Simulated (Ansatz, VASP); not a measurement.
# One calculation of Mg7Cl, two programs

INCAR

```
SYSTEM = Mg7Cl
ALGO = Normal ; EDIFF = 1E-6
ENCUT = 520 ; GGA = PE
ISIF = 2 ; ISMEAR = 0
LASPH = .True. ; LCHARG = .False.
LREAL = .False. ; LWAVE = .False.
NBANDS = 20 ; NELM = 100
PREC = Accurate ; SIGMA = 0.1
```

The input KPOINTS:

```
k-points
0
Gamma
  4 4 4
  0 0 0
```

Contents of POSCAR:

```
Mg7Cl
1.0
    0.0000000000      4.1108645400      4.1108645400
    4.1108645400      0.0000000000      4.1108645400
    4.1108645400      4.1108645400      0.0000000000
Mg Cl
7 1
Direct
    0.5000000000      0.0000000000      0.0000000000
    0.0000000000      0.5000000000      0.5000000000
    0.0000000000      0.5000000000      0.0000000000
    0.5000000000      0.0000000000      0.5000000000
    0.0000000000      0.0000000000      0.5000000000
    0.5000000000      0.5000000000      0.0000000000
    0.5000000000      0.5000000000      0.5000000000
    0.0000000000      0.0000000000      0.0000000000
```

Input for Ansatz:

```yaml
crystal:
  lattice:
    - [0.0, 4.11086454, 4.11086454]
    - [4.11086454, 0.0, 4.11086454]
    - [4.11086454, 4.11086454, 0.0]
  atoms:
    - { symbol: Mg, position: [0.5, 0.0, 0.0] }
    - { symbol: Mg, position: [0.0, 0.5, 0.5] }
    - { symbol: Mg, position: [0.0, 0.5, 0.0] }
    - { symbol: Mg, position: [0.5, 0.0, 0.5] }
    - { symbol: Mg, position: [0.0, 0.0, 0.5] }
    - { symbol: Mg, position: [0.5, 0.5, 0.0] }
    - { symbol: Mg, position: [0.5, 0.5, 0.5] }
    - { symbol: Cl, position: [0.0, 0.0, 0.0] }
basis:
  ecutwfc: 420
kpoints:
  mp_grid: { grid: [4, 4, 4] }
hamiltonian:
  xc: pbe
scf:
  occupations: { method: gaussian, width: 0.1 }
  lower_state_search: "off"
output:
  forces: true
  stress: true
  eigenvalues: true
```

Change from the starting cell: species swapped into the MgPt7 type (Fm-3m, No. 225).

Alike in both runs: task single point; functional PBE; k mesh 4 × 4 × 4; occupations gaussian, width 0.1 eV; no spin polarisation.

|  | VASP | Ansatz |
| --- | --- | --- |
| version | VASP 6.6.1 | Ansatz 0.2.0 |
| potentials or method | VASP PAW PBE potentials, release 64 (Mg, Cl) | scalar-relativistic, plane waves, PAW |
| plane-wave cutoff (eV) | 520 | 420 |
| valence electrons in the cell | 21 | 77 |

```csv
,VASP,Ansatz,Ansatz less VASP
gap on the k mesh at the Fermi level (eV),none,none,-
pressure (GPa),16.9,16.9,+0.03
```

A gap of «none» marks a metal or a gap that the smearing closes. The functional is the same, so the differences come from potentials, cutoffs and numerics. The two sets of potentials don't hold the same shells in valence.

Caveats: so large a pressure means that the cell lies far from this level's equilibrium, or that cutoff or potentials fall short (VASP); an odd number of electrons without spin polarisation forces a metal; a magnetic or distorted state may lie lower.
